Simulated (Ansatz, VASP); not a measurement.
## Ir in two plane-wave programs

Wanted: the spread between two codes on one cell, functional and k mesh. The cell is taken from a series of runs on this material, whose earlier steps may have relaxed, scaled, displaced or heated it; both programs get it as it stands.

Main program and level: Ansatz 0.2.0; plane waves, with VASP 6.6.1 beside it; PBEsol.

## 1. The starting structure

The cell holds 5 atoms: 5 Ir. Its edges and angles: a = 2.676 Å, b = 2.676 Å, c = 39.160 Å, α = 90.0°, β = 90.0°, γ = 90.0°. Vacuum lies along c.

## 2. Ansatz: zone-centre phonons, PBEsol

Ansatz runs on its PAW soft_1 files.

Second derivatives magnify differences that forces hide, and they need a tight electronic threshold.

input.yaml

```yaml
crystal:
  lattice:
    - [1.8923560783, 1.8923560783, 0.0]
    - [-1.8923560783, 1.8923560783, 0.0]
    - [0.0, 0.0, 39.16002864]
  atoms:
    - { symbol: Ir, position: [0.0, 0.0, 0.1674431579] }
    - { symbol: Ir, position: [0.5, 0.5, 0.2141816104] }
    - { symbol: Ir, position: [0.0, 0.0, 0.2640447507] }
    - { symbol: Ir, position: [0.5, 0.5, 0.313907891] }
    - { symbol: Ir, position: [0.0, 0.0, 0.3606463435] }
  periodic: [true, true, false]
kpoints:
  mp_grid: { grid: [16, 16, 1] }
hamiltonian:
  xc: pbesol
  pseudopotentials: { kind: paw, azcp: { folder: soft_1 }, xc_functional: pbe }
scf:
  occupations: { method: methfessel_paxton, width: 0.2 }
output:
  eigenvalues: true
phonons:
  method: dfpt
```

Launch:

```sh
$ ansatz run input.yaml --threads 8 --pin off --max-ram 16384MiB --backend cpu --events-out ev --progress --plain --runs-dir out
```

Numbers of over 12 decimals in the logs are rounded to 6 here.

The log of the run:

```text
Warning: crystal.symmetry: narrowed to the stabiliser of the run's FFT grids — unitary ops 16 → 8. A phonons.method: dfpt run fills in the rows of the dynamical matrix that it does not solve by its symmetry operations, which is exact only for operations that map its FFT grids onto themselves: filled in by any other, the frequencies could depend on the order in which like atoms are typed, or, by more than the grids' own error, on where the crystal sits among the grids' points. Excluded: 8 operations. The run can therefore solve more perturbations, solve them on more k-points, or both, and cost more. [rest of the remark cut]
Engine: ansatz 0.2.0, aarch64-unknown-linux-gnu
Pseudopotentials: kind: paw
Pseudopotential: Ir, paw, valence charge 17, recommended cutoff 420 eV (normal), soft_1/Ir.paw.azcp
Functional definition: PBEsol
  exchange = pbesol_x
  correlation = pbesol_c
Crystal: 5 atoms, lattice volume = 280.465 Å³
Basis set: ecut = 420 eV, 5471 PW (Γ), exchange–correlation on 36×36×540 points (8 copies of the dense FFT grid, shifted against one another)
Bands: 51, of which v1, the nominal top of the filled ones, is band 43 counted from 1 (42 counted from 0)
Symmetry: 16 space group operations
k-points: 73 of 256 (irreducible under 2 space group operations, time reversal used)
Non-local potential: Ir, projectors of the file, l = 0: 3, l = 1: 2, l = 2: 2, l = 3: 1
PAW form: soft (Blöchl's): semilocal exchange-correlation on the pseudo side does not see the compensation charge
PAW frozen core: Ir, regenerated for the run's functional, and the local potential with it (the file was generated under x = pbe(κ = 0.804, μ = 0.219515), c = pbe(β = 0.066725))
PAW one-centre angular grid: Ir, 590 points (default); XC on 64 Gauss nodes
Initial density: superposition of atomic densities (neutral atoms: chi_scale 0, normalization atom)
Initial wavefunctions: pseudopotential atomic-orbital guess
Functional: x = pbesol(κ = 0.804, μ = 0.123457), c = pbesol(β = 0.046)
iter 1 solved again at ethr=2.95e-3 eV; its pass at ethr=3.10e-3 eV (dr2=2.51e0 eV) is discarded
SCF iter   1: F=—  HF=-58999.968210 eV  |F-HF|=—  |Δ(HF+E_count)|=         —  Δρ=2.71e-2  dr2=2.51e0  ethr=2.95e-3  ⟨swp⟩=1.4  Hψ=32787  notcnv=0
preconditioner: auto → LDOS  [metal: Δε(μ)=0.006 eV  Ē_g=6.658 eV  σ=0.200 eV  W_gap=0.03  n_scr=26 (ndim 8)  ℏωp=14.9 eV  f_vac=0.706  D(μ)=4.32/eV (n_scr^D=20)  β→1.0]
SCF iter   2: F=—  HF=-59000.098437 eV  |F-HF|=—  |Δ(HF+E_count)|=   1.30e-1  S|Δr|=    0.00e0  Δρ=2.48e-2  dr2=3.20e0  ethr=2.95e-3  ⟨swp⟩=5.4  Hψ=10498  notcnv=0  defer=1
SCF iter   3: F=—  HF=-58999.211369 eV  |F-HF|=—  |Δ(HF+E_count)|=   8.87e-1  S|Δr|=    0.00e0  Δρ=3.52e-3  dr2=4.29e-2  ethr=2.95e-3  ⟨swp⟩=3.3  Hψ=8838  notcnv=0  defer=64
SCF iter   4: F=—  HF=-58999.232725 eV  |F-HF|=—  |Δ(HF+E_count)|=   2.14e-2  S|Δr|=    0.00e0  Δρ=2.09e-3  dr2=1.10e-2  ethr=5.05e-5  ⟨swp⟩=4.3  Hψ=10338  notcnv=0  defer=64
SCF iter   5: F=—  HF=-58999.229546 eV  |F-HF|=—  |Δ(HF+E_count)|=   3.18e-3  S|Δr|=    0.00e0  Δρ=5.35e-4  dr2=8.08e-4  ethr=1.29e-5  ⟨swp⟩=3.4  Hψ=8850  notcnv=0  defer=64
SCF iter   6: F=—  HF=-58999.229785 eV  |F-HF|=—  |Δ(HF+E_count)|=   2.39e-4  S|Δr|=    0.00e0  Δρ=4.28e-4  dr2=5.34e-4  ethr=9.50e-7  ⟨swp⟩=3.6  Hψ=9341  notcnv=0  defer=64
SCF iter   7: F=—  HF=-58999.229634 eV  |F-HF|=—  |Δ(HF+E_count)|=   1.51e-4  S|Δr|=    0.00e0  Δρ=2.13e-4  dr2=1.09e-4  ethr=6.28e-7  ⟨swp⟩=3.4  Hψ=7417  notcnv=0  defer=64
SCF iter   8: F=—  HF=-58999.229609 eV  |F-HF|=—  |Δ(HF+E_count)|=   2.50e-5  S|Δr|=    0.00e0  Δρ=2.07e-5  dr2=4.51e-6  ethr=1.28e-7  ⟨swp⟩=3.2  Hψ=8399  notcnv=0  defer=64
SCF iter   9: F=—  HF=-58999.229745 eV  |F-HF|=—  |Δ(HF+E_count)|=   1.35e-4  S|Δr|=    0.00e0  Δρ=6.17e-6  dr2=1.30e-7  ethr=5.30e-9  ⟨swp⟩=4.1  Hψ=8816  notcnv=0  defer=64
SCF iter  10: F=—  HF=-58999.229745 eV  |F-HF|=—  |Δ(HF+E_count)|=   1.05e-7  S|Δr|=    0.00e0  Δρ=2.85e-6  dr2=2.51e-8  ethr=1.53e-10  ⟨swp⟩=3.9  Hψ=9578  notcnv=0  defer=64
SCF iter  11: F=—  HF=-58999.229745 eV  |F-HF|=—  |Δ(HF+E_count)|=   1.96e-8  S|Δr|=    0.00e0  Δρ=5.47e-7  dr2=9.13e-10  ethr=2.95e-11  ⟨swp⟩=3.9  Hψ=9467  notcnv=0  defer=64
SCF iter  12: F=—  HF=-58999.229745 eV  |F-HF|=—  |Δ(HF+E_count)|=   6.41e-9  S|Δr|=    0.00e0  Δρ=1.59e-7  dr2=5.75e-11  ethr=1.07e-12  ⟨swp⟩=4.2  Hψ=9644  notcnv=0  defer=64
SCF iter  13: F=-58999.229745 eV  HF=-58999.229745 eV  |F-HF|=1.31e-10  |Δ(HF+E_count)|=   1.41e-9  S|Δr|=    0.00e0  Δρ=4.21e-8  dr2=6.62e-12  ethr=1.00e-12  ⟨swp⟩=23.7  Hψ=32671  notcnv=0
SCF 1 converged in 13 iterations: F = -58999.229745 eV  dr2 = 6.62e-12
  greatest PAW one-centre occupation: 1.000 electrons in one spin orbital (limit 2), on the Ir atom at site 3 (counted from 0), in its partial waves of l = 0
DFPT response loops at Γ: preconditioner auto → none (partly filled bands, converged f_vac=0.708); β = 0.50; Broyden in place of MSR1
SCF converged after 13 iterations
Stability not checked: this state was not tested for a lower state beside it, because cold or Methfessel-Paxton smearing, or corrected tetrahedra, fill the levels in a way that the test cannot read (fill_not_monotonic; see scf.lower_state_search)
Free energy (F): -58999.229745 eV
Harris-Foulkes:  -58999.229745 eV  (|F-HF|=1.31e-10)
Internal energy: -58999.234625 eV  (E = F + TS)
E sigma→0 (E₀):  -58999.230965 eV
Entropy (-TS):   0.004880 eV (0.976 meV/atom)
Fermi energy:    -5.685705 eV
Step filling:    the computed levels leave a gap of 0.0000 eV = 0.0 smearing widths at the electron count; against every level under it full and every level over it empty, smearing changes F+E_penalty+E_count by -0.392 meV and its σ→0 estimate by -1.612 meV
--- Per-component energies (eV) ---
  E_band       = -3074.487243
  E_kinetic    = 2701.264218
  E_local      = -612399.639210  (includes V_loc(G=0)·N_el)
  E_nonlocal   = 967.212768
  E_hartree    = 304175.932757
  E_xc         = -1143.600126
  E_vxc        = -1279.737702  (∫ρ·V_xc dr)
  E_paw        = -45650.569509  (= ΣΔE_a)
  E_vpaw       = -1415.454800  (= ΣTr[D̂ρ^β])
  E_aug_tail   = 0.001742  (compensation charges beyond the density's cutoff)
  E_ewald      = 292348.835993
  E_core_change = 1.326741  (= ΣΔE_core)
  E_smearing   = 0.004880  (= −TS)
  E_closure    = -0.000000  (closes the sum)
  Σ components = -58999.229745   (vs F -58999.229745, Δ=0.00e0)
--- Band table (eV; the first three rows and the last of 73) ---
  k-point 0: bands = [... 39 lower, -7.0017, -6.6309, -6.3134, -5.4500, -5.3548, -5.3548, -5.2218, -4.7455, ... 4 higher]
  k-point 1: bands = [... 39 lower, -6.7165, -6.6169, -6.2206, -6.1196, -5.8159, -5.2729, -5.0615, -4.8992, ... 4 higher]
  k-point 2: bands = [... 39 lower, -6.9793, -6.6702, -6.6058, -6.2003, -6.1551, -5.5560, -5.1194, -5.0924, ... 4 higher]
  k-point 72: bands = [... 39 lower, -4.9507, -4.1170, -4.1149, -3.8762, -3.3462, -3.3462, -2.4792, -2.4792, ... 4 higher]
--- Phonons (Γ-DFPT): 10 representative perturbations + reference, on 73 of 256 k-points (Σ response iterations 59) ---
  ASR residual: 6.848e-4 → 0.000e0 eV/Å²; symmetrization residual: 3.832e-4 eV/Å²
  The last average, over the group as it would stand without the narrowing to the FFT grids, took up to 2.718e-4 eV/Å² of the zone centre's force constants
  ASR residual per site (eV/Å²): 2.13e-4 6.85e-4 4.78e-4 1.48e-4 4.18e-5
  Γ frequencies (cm⁻¹): 0.00 0.00 0.00 58.57 58.57 90.70 108.24 108.24 148.81 148.81 150.04 150.04 164.08 196.33 205.68
  non-analytic LO–TO correction: not included (Born effective charges unavailable; polar crystals: no LO–TO splitting at Γ)
```

## 3. VASP: zone-centre phonons, PBEsol

The same cell, functional, mesh and smearing now go to VASP, with its own data sets.

Lines of VASP's logs that name or quote its potential files are left out, and so is its time.

INCAR

```
SYSTEM = Ir
PREC = Accurate
ENCUT = 500
EDIFF = 1E-08
NELM = 120
ISMEAR = 1
SIGMA = 0.2
LREAL = .FALSE.
ALGO = Normal
GGA = PS
NBANDS = 28
LASPH = .TRUE.
LORBIT = 11
LWAVE = .FALSE.
LCHARG = .FALSE.
ISIF = 2
IBRION = 8
GGA_COMPAT = .FALSE.
NELMDL = -8
KPAR = 2
```

POSCAR

```
Ir
1.0
    1.8923560783      1.8923560783      0.0000000000
   -1.8923560783      1.8923560783      0.0000000000
    0.0000000000      0.0000000000     39.1600286400
Ir
5
Direct
    0.0000000000      0.0000000000      0.1674431579
    0.5000000000      0.5000000000      0.2141816104
    0.0000000000      0.0000000000      0.2640447507
    0.5000000000      0.5000000000      0.3139078910
    0.0000000000      0.0000000000      0.3606463435
```

KPOINTS

```
Automatic mesh
0
Gamma
16 16 1
0 0 0
```

Potentials, in the order of the species: Ir (PBE family, release 64).

Launch:

```sh
$ mpirun -np 2 vasp_std
```

The log of the run:

```text
[banner, memory and clock lines left out]
running    2 mpi-ranks, on    1 nodes
 distrk:  each k-point on    1 cores,    2 groups
 distr:  one band on    1 cores,    1 groups

 POSCAR found type information on POSCAR Ir
 POSCAR found :  1 types and       5 ions
|                                                                             |
|               ----> ADVICE to this user running VASP <----                  |
|                                                                             |
|     You enforced a specific xc type in the INCAR file but a different       |
|     [... a line on the potential file left out ...]
|     I HOPE YOU KNOW WHAT YOU ARE DOING!                                     |
|                                                                             |

 LDA part: xc-table for (Slater+PW92), standard interpolation
 POSCAR, INCAR and KPOINTS ok, starting setup
 FFT: planning ... GRIDC
 FFT: planning ... GRID_SOFT
 FFT: planning ... GRID
 WAVECAR not read
 entering main loop
       N       E                     dE             d eps       ncg     rms          rms(c)
DAV:   1     0.419202456033E+03    0.41920E+03   -0.16653E+04  2528   0.125E+03
DAV:   2    -0.206697267678E+01   -0.42127E+03   -0.39232E+03  2788   0.386E+02
DAV:   3    -0.458180697031E+02   -0.43751E+02   -0.39510E+02  3180   0.114E+02
DAV:   4    -0.490726736330E+02   -0.32546E+01   -0.29299E+01  3528   0.312E+01
DAV:   5    -0.492119672548E+02   -0.13929E+00   -0.13258E+00  3496   0.512E+00
DAV:   6    -0.492180335255E+02   -0.60663E-02   -0.56218E-02  3684   0.767E-01
DAV:   7    -0.492182275863E+02   -0.19406E-03   -0.19436E-03  3652   0.117E-01
DAV:   8    -0.492182409045E+02   -0.13318E-04   -0.13285E-04  3700   0.197E-02    0.345E+01
DAV:   9    -0.473923625406E+02    0.18259E+01   -0.96240E+00  3592   0.291E+01    0.190E+01
DAV:  10    -0.732533246834E+02   -0.25861E+02   -0.11276E+02  4392   0.121E+02    0.422E+01
DAV:  11    -0.549173098328E+02    0.18336E+02   -0.23431E+01  3900   0.422E+01    0.217E+01
DAV:  12    -0.470809904704E+02    0.78363E+01   -0.21601E+01  4084   0.527E+01    0.821E+00
DAV:  13    -0.460950874207E+02    0.98590E+00   -0.55606E+00  4072   0.207E+01    0.145E+00
DAV:  14    -0.461164517738E+02   -0.21364E-01   -0.38795E-01  3128   0.528E+00    0.131E+00
[...]
DAV:  29    -0.461133235330E+02   -0.90600E-06   -0.39676E-08  2140   0.148E-03    0.417E-04
DAV:  30    -0.461133244752E+02   -0.94225E-06   -0.23572E-08  1684   0.111E-03    0.439E-04
DAV:  31    -0.461133248618E+02   -0.38661E-06   -0.46450E-09  1476   0.441E-04    0.632E-04
DAV:  32    -0.461133251628E+02   -0.30096E-06   -0.45522E-09  1492   0.507E-04    0.337E-04
DAV:  33    -0.461133252753E+02   -0.11253E-06   -0.21101E-09  1324   0.269E-04    0.205E-04
DAV:  34    -0.461133253711E+02   -0.95729E-07   -0.27411E-09  1372   0.516E-04    0.114E-04
DAV:  35    -0.461133254058E+02   -0.34795E-07   -0.68941E-10  1312   0.298E-04    0.456E-05
DAV:  36    -0.461133254116E+02   -0.57348E-08   -0.20455E-10  1300   0.102E-04
   1 F= -.46113325E+02 E0= -.46114975E+02  d E =0.495024E-02
 Linear response reoptimize wavefunctions to high precision
DAV:   1    -0.461133254362E+02   -0.24580E-07   -0.14773E-10  1344   0.161E-04
DAV:   2    -0.461133254361E+02    0.29104E-10    0.22249E-11  1300   0.411E-05
 Linear response DOF=           6
 Linear response progress:
  Degree of freedom:   1/  6
       N       E                     dE             d eps       ncg     rms          rms(c)
RMM:   1    -0.177355136757E+00   -0.17736E+00   -0.15840E-01  6667   0.230E+00
[...]
RMM:  11    -0.172888962840E+00    0.13945E-05   -0.34564E-08  6433   0.131E-03    0.728E-04
RMM:  12    -0.172887578704E+00    0.13841E-05    0.11352E-07  6231   0.686E-04    0.331E-04
RMM:  13    -0.172886515176E+00    0.10635E-05   -0.66868E-08  6472   0.311E-04    0.229E-04
RMM:  14    -0.172886525665E+00   -0.10490E-07   -0.24235E-08  7065   0.120E-04    0.256E-05
RMM:  15    -0.172886509669E+00    0.15996E-07    0.13391E-08  7123   0.388E-05    0.240E-05
RMM:  16    -0.172886496122E+00    0.13547E-07    0.11600E-09  6551   0.152E-05    0.331E-06
RMM:  17    -0.172886495987E+00    0.13541E-09   -0.24626E-09  7212   0.631E-06    0.951E-07
 first order change of Fermi-energy  -0.15551E-02
 force on displaced ion       1 direction 1 :  -7.080   0.000   0.004
 Linear response progress:
  Degree of freedom:   2/  6
       N       E                     dE             d eps       ncg     rms          rms(c)
RMM:   1    -0.261190587453E+00   -0.26119E+00   -0.19047E-01  4123   0.239E+00
RMM:   2    -0.252981775197E+00    0.82088E-02   -0.64701E-03  3451   0.694E-01    0.318E-01
RMM:   3    -0.262248806421E+00   -0.92670E-02   -0.39145E-03  3651   0.338E-01    0.927E-01
RMM:   4    -0.255243640220E+00    0.70052E-02   -0.47026E-04  3512   0.127E-01    0.531E-01
RMM:   5    -0.260438408789E+00   -0.51948E-02   -0.59875E-03  4855   0.342E-01    0.812E-01
RMM:   6    -0.253278186130E+00    0.71602E-02   -0.49353E-03  4741   0.305E-01    0.105E-01
RMM:   7    -0.253124947214E+00    0.15324E-03   -0.31083E-04  3096   0.133E-01    0.460E-02
RMM:   8    -0.253106921281E+00    0.18026E-04   -0.92700E-05  4006   0.430E-02    0.406E-02
RMM:   9    -0.253036140683E+00    0.70781E-04   -0.22202E-05  3506   0.252E-02    0.149E-02
[...]
RMM:   6    -0.172414830747E+00    0.15519E-04   -0.32164E-05  6163   0.293E-02    0.236E-02
RMM:   7    -0.172406269456E+00    0.85613E-05   -0.99845E-06  5836   0.192E-02    0.124E-02
RMM:   8    -0.172390306587E+00    0.15963E-04   -0.47512E-06  6062   0.124E-02    0.107E-02
RMM:   9    -0.172383670112E+00    0.66365E-05   -0.14810E-06  5900   0.635E-03    0.288E-03
RMM:  10    -0.172380908687E+00    0.27614E-05   -0.21700E-07  5932   0.328E-03    0.143E-03
RMM:  11    -0.172378623007E+00    0.22857E-05    0.56558E-08  6638   0.134E-03    0.712E-04
RMM:  12    -0.172377360402E+00    0.12626E-05    0.21529E-07  6034   0.676E-04    0.113E-04
RMM:  13    -0.172376637106E+00    0.72330E-06   -0.29207E-08  7140   0.234E-04    0.616E-05
RMM:  14    -0.172376558205E+00    0.78900E-07   -0.27329E-08  6240   0.995E-05    0.349E-05
RMM:  15    -0.172376539998E+00    0.18207E-07   -0.33470E-08  6356   0.442E-05    0.176E-05
RMM:  16    -0.172376550487E+00   -0.10489E-07    0.10782E-08  7128   0.173E-05    0.335E-06
RMM:  17    -0.172376551033E+00   -0.54583E-09    0.79097E-09  7108   0.703E-06    0.188E-06
 first order change of Fermi-energy   0.12586E-02
 force on displaced ion       2 direction 1 : -10.365   0.000   0.024
 Linear response progress:
  Degree of freedom:   4/  6
       N       E                     dE             d eps       ncg     rms          rms(c)
RMM:   1    -0.256573836894E+00   -0.25657E+00   -0.10166E-01  4948   0.252E+00
RMM:   2    -0.250125441496E+00    0.64484E-02   -0.69889E-03  3366   0.781E-01    0.301E-01
RMM:   3    -0.254535754627E+00   -0.44103E-02   -0.32875E-03  3761   0.310E-01    0.683E-01
RMM:   4    -0.251522836974E+00    0.30129E-02   -0.35519E-04  3761   0.861E-02    0.460E-01
RMM:   5    -0.254544102294E+00   -0.30213E-02   -0.40227E-03  5102   0.302E-01    0.616E-01
RMM:   6    -0.250644135475E+00    0.39000E-02   -0.50506E-03  5311   0.303E-01    0.247E-01
RMM:   7    -0.249886831609E+00    0.75730E-03   -0.12772E-03  4297   0.196E-01    0.378E-02
RMM:   8    -0.249894362863E+00   -0.75313E-05   -0.58471E-05  3437   0.459E-02    0.241E-02
RMM:   9    -0.249891561205E+00    0.28017E-05   -0.15957E-05  3367   0.267E-02    0.233E-02
RMM:  10    -0.249874335293E+00    0.17226E-04   -0.97022E-06  3851   0.171E-02    0.790E-03
RMM:  11    -0.249869654123E+00    0.46812E-05   -0.15519E-06  4002   0.615E-03    0.415E-03
RMM:  12    -0.249868538037E+00    0.11161E-05   -0.54640E-07  4075   0.217E-03    0.832E-04
RMM:  13    -0.249869205374E+00   -0.66734E-06    0.85982E-08  4261   0.771E-04    0.302E-04
RMM:  14    -0.249869872856E+00   -0.66748E-06   -0.36832E-07  4058   0.334E-04    0.222E-04
RMM:  15    -0.249869993749E+00   -0.12089E-06   -0.15186E-07  4020   0.251E-04    0.102E-04
RMM:  16    -0.249869865177E+00    0.12857E-06    0.37803E-08  3910   0.293E-04    0.498E-05
RMM:  17    -0.249869837555E+00    0.27622E-07   -0.14877E-08  4177   0.119E-04    0.394E-05
RMM:  18    -0.249869744804E+00    0.92751E-07    0.26203E-08  4207   0.747E-05    0.185E-05
RMM:  19    -0.249869726701E+00    0.18102E-07   -0.20094E-08  4234   0.546E-05    0.129E-05
RMM:  20    -0.249869742461E+00   -0.15760E-07   -0.84868E-09  4251   0.451E-05    0.738E-06
RMM:  21    -0.249869757839E+00   -0.15377E-07   -0.82734E-09  4158   0.262E-05    0.242E-06
RMM:  22    -0.249869757398E+00    0.44018E-09   -0.86464E-09  3648   0.879E-06    0.164E-06
 first order change of Fermi-energy   0.10806E+00
 force on displaced ion       2 direction 3 :  -0.000  -0.000 -19.822
 Linear response progress:
  Degree of freedom:   5/  6
       N       E                     dE             d eps       ncg     rms          rms(c)
RMM:   1    -0.178866945811E+00   -0.17887E+00   -0.15395E-01  7399   0.224E+00
RMM:   2    -0.174339101027E+00    0.45278E-02   -0.64412E-03  5570   0.631E-01    0.138E-01
RMM:   3    -0.173882624883E+00    0.45648E-03   -0.80850E-04  6213   0.150E-01    0.808E-02
RMM:   4    -0.173674877177E+00    0.20775E-03   -0.96607E-04  6184   0.144E-01    0.211E-02
RMM:   5    -0.173676495736E+00   -0.16186E-05   -0.44957E-05  6355   0.364E-02    0.209E-02
RMM:   6    -0.173664018600E+00    0.12477E-04   -0.44510E-06  5730   0.158E-02    0.104E-02
RMM:   7    -0.173636626276E+00    0.27392E-04   -0.54307E-06  6053   0.127E-02    0.246E-03
RMM:   8    -0.173630758801E+00    0.58675E-05   -0.92650E-07  6550   0.402E-03    0.107E-03
RMM:   9    -0.173629875065E+00    0.88374E-06   -0.11513E-07  6115   0.132E-03    0.729E-04
RMM:  10    -0.173628388871E+00    0.14862E-05    0.72282E-08  6111   0.649E-04    0.128E-04
RMM:  11    -0.173628133791E+00    0.25508E-06    0.25164E-08  6549   0.287E-04    0.643E-05
RMM:  12    -0.173628029059E+00    0.10473E-06    0.16918E-08  6656   0.907E-05    0.142E-05
RMM:  13    -0.173628028369E+00    0.69010E-09    0.72783E-09  7033   0.272E-05    0.475E-06
 first order change of Fermi-energy   0.20340E-02
 force on displaced ion       3 direction 1 :  -7.861   0.000  -0.000
 Linear response progress:
  Degree of freedom:   6/  6
       N       E                     dE             d eps       ncg     rms          rms(c)
RMM:   1    -0.257420919176E+00   -0.25742E+00   -0.11219E-01  5062   0.234E+00
RMM:   2    -0.250759260458E+00    0.66617E-02   -0.86326E-03  3197   0.785E-01    0.279E-01
RMM:   3    -0.253765334877E+00   -0.30061E-02   -0.12546E-03  3442   0.289E-01    0.466E-01
RMM:   4    -0.257934930057E+00   -0.41696E-02   -0.45410E-03  3776   0.312E-01    0.794E-01
RMM:   5    -0.251756326771E+00    0.61786E-02   -0.21252E-03  3408   0.261E-01    0.292E-01
RMM:   6    -0.250534547791E+00    0.12218E-02   -0.14468E-03  3409   0.245E-01    0.666E-02
RMM:   7    -0.250529497412E+00    0.50504E-05   -0.17303E-04  3805   0.632E-02    0.235E-02
RMM:   8    -0.250509172302E+00    0.20325E-04   -0.16387E-05  3505   0.235E-02    0.152E-02
RMM:   9    -0.250493563459E+00    0.15609E-04   -0.47179E-06  3769   0.114E-02    0.243E-03
RMM:  10    -0.250492180816E+00    0.13826E-05   -0.86014E-07  3946   0.421E-03    0.365E-03
RMM:  11    -0.250489686413E+00    0.24944E-05   -0.69214E-08  3371   0.302E-03    0.896E-04
RMM:  12    -0.250488051489E+00    0.16349E-05    0.65745E-10  4047   0.106E-03    0.565E-04
RMM:  13    -0.250487857888E+00    0.19360E-06   -0.60893E-08  3845   0.569E-04    0.166E-04
RMM:  14    -0.250487849678E+00    0.82099E-08    0.34992E-08  3833   0.248E-04    0.976E-05
 first order change of Fermi-energy   0.15371E-04
 force on displaced ion       3 direction 3 :   0.000   0.000 -17.197
 Linear response finished
```

(Continued in part 2 of 2.)

[Lines on the potential files, build, host, timing and source positions are cut from VASP's logs without a mark.]

[Logs are printed without paths, hosts, clocks, repeated set-up lines and the standing remarks that a program may print on its own settings, such as how far it seeks lower states.]

[Hosts, paths, dates, database ids (printed as entryN), source tags and the programs' standing remarks are cut or masked in the printed files.]
